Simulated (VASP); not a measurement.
Input for VASP

**INCAR**
```
ALGO=Normal
EDIFF=1E-6
ENCUT=520
GGA=PE
ISMEAR=0
LASPH=T
LCHARG=F
LMAXMIX=4
LREAL=F
LWAVE=T
NELM=100
PREC=Accurate
SIGMA=0.05
SYSTEM=BaF2
```

**KPOINTS**
```
Automatic mesh
0
Gamma
4 4 4
0 0 0
```

**POSCAR**
```
BaF2
4.4465960
  0.0000000000   0.7071068256   0.7071068256
  0.7071068256   0.0000000000   0.7071068256
  0.7071068256   0.7071068256   0.0000000000
Ba F
1 2
Cartesian
  0.0000000000   0.0000000000   0.0000000000
  0.3535534128   0.3535534128   0.3535534128
  1.0606602383   1.0606602383   1.0606602383
```

POTCAR, in this order: Ba_sv F (PBE.64 set). Program: vasp_std.

Problem. Write an equivalent input for Quantum ESPRESSO's pw.x.

Solution. One equivalent input (not run):
```
&CONTROL
  calculation = 'scf'
  pseudo_dir = './pseudo'
  outdir = './out'
  tprnfor = .true.
  tstress = .true.
/
&SYSTEM
  ibrav = 0
  nat = 3
  ntyp = 2
  ecutwfc = 84
  occupations = 'smearing'
  smearing = 'gaussian'
  degauss = 0.003675
  input_dft = 'pbe'
/
&ELECTRONS
  conv_thr = 7.3e-08
  electron_maxstep = 100
/
ATOMIC_SPECIES
  Ba 137.327 Ba.upf
  F 18.998 F.upf
CELL_PARAMETERS angstrom
     0.0000000    3.1442184    3.1442184
     3.1442184    0.0000000    3.1442184
     3.1442184    3.1442184    0.0000000
ATOMIC_POSITIONS crystal
  Ba   0.0000000  0.0000000  0.0000000
  F    0.2500000  0.2500000  0.2500000
  F    0.7500000  0.7500000  0.7500000
K_POINTS automatic
  4 4 4 0 0 0
```
Limits of the translation: the potentials are each code's own (VASP's PAW set, PseudoDojo norm-conserving files in pw.x), so ENCUT and ecutwfc are chosen apart and not converted; conv_thr bounds pw.x's estimated SCF error, while EDIFF bounds the energy change between steps.

The compound is BaF2 in the fluorite structure. It was relaxed first. The k-mesh is coarse (spacing up to 0.43 per Å, 2π included), so the numbers may not be converged in it.
